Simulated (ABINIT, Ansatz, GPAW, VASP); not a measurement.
**One structure in several programs: Se (P3_121, 3 atoms in the cell)**

Self-consistent single point, at a second geometry (lattice scaled by 0.98). First geometry:

```yaml
crystal:
  lattice:
    - [2.21035, -3.82843, 0.00000]
    - [2.21035, 3.82843, 0.00000]
    - [0.00000, 0.00000, 5.00742]
  atoms:
    - { symbol: Se, position: [0.00000, 0.22500, 0.66667] }
    - { symbol: Se, position: [0.77500, 0.77500, 0.00000] }
    - { symbol: Se, position: [0.22500, 0.00000, 0.33333] }
```

Shared settings, as Ansatz (a quantum-chemistry and plane-wave program) writes them: kpoints.mp_grid.grid = 6 6 5; scf.occupations.method = fermi_dirac; scf.occupations.width = 0.01 eV. Potentials and cutoffs stand in the table.

| code | model | ΔF from the first geometry (meV/atom) | pressure (GPa) | largest force (eV/Å) | gap on the mesh (eV) | cutoff |
|---|---|---|---|---|---|---|
| Ansatz | PBE, default PAW files | 27.1 | 4.55 | 0.703 | 1.305 | default |
| ABINIT | PBE, norm-conserving pseudopotentials (PseudoDojo nc-sr-05 PBE standard) | 27.6 | 4.59 | 0.727 | 1.290 | 43 Ha |
| GPAW | PBE, GPAW PAW datasets PBE (gpaw-data 1.0.1) | 27.6 | 4.59 | 0.729 | 1.302 | 550 eV |
| VASP | PBE, VASP's PBE PAW potentials (set 64) | 28.6 | 4.71 | 0.745 | 1.304 | 300 eV |

Gaps are read on the mesh.

The spread over the programs that give each value: ΔF from the first geometry within 1.5 meV/atom; pressure within 0.16 GPa; largest force within 0.042 eV/Å; gap on the mesh within 0.015 eV.

Ansatz's pressure is given at a fixed set of plane waves, as the other plane-wave codes print theirs.

VASP's run is marked for a possible Pulay error in its stress at this cutoff; no cutoff test was made.

The starting cell has typed, rounded lattice constants, without a prior relaxation at this level. Its lattice was rescaled by a random factor within 2.5 % of one. For this run, on top of that: lattice scaled by 0.98.

Left out of this page: Quantum ESPRESSO, CP2K, PySCF, Elk, FLEUR and SIESTA (not drawn, or without a comparable value).

Keys are those of Ansatz 0.2.
